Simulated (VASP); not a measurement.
Computed with LDA (Ceperley-Alder, Perdew-Zunger), VASP's LDA PAW potentials (set 64) (plane waves; VASP).

VASP ran on this input.

**INCAR**
```
ALGO  =  Normal
EDIFF  =  1E-6
EDIFFG  =  -0.02
ENCUT  =  500
IBRION  =  2
ISIF  =  3
ISMEAR  =  1
LASPH  =  .TRUE.
LCHARG  =  .FALSE.
LMAXMIX  =  4
LREAL  =  .FALSE.
LWAVE  =  .FALSE.
NELM  =  100
NSW  =  40
PREC  =  Accurate
PSTRESS  =  50
SIGMA  =  0.1
SYSTEM  =  Cs
```

### KPOINTS
```
Automatic mesh
0
Gamma
  9 9 9
0 0 0
```

File POSCAR:
```
Cs
1
   -2.8776245759     2.8776245759     2.8776245759
    2.8776245759    -2.8776245759     2.8776245759
    2.8776245759     2.8776245759    -2.8776245759
Cs
1
Direct
  0.0000000000   0.0000000000   0.0000000000
```

POTCAR, in this order: Cs_sv (LDA.64 set). Program: vasp_std.

What will the output report for the number of irreducible k-points (NKPTS), largest plane-wave count, number of space-group operations, FFT grid (NGX, NGY, NGZ)?

number of irreducible k-points (NKPTS): 35
largest plane-wave count: 2491
number of space-group operations: 48
FFT grid (NGX, NGY, NGZ): 36 × 36 × 36

The compound is Cs in the bcc structure. This run relaxes it under an external pressure of 5 GPa. Symmetry was kept, so distortions that lower it aren't found.
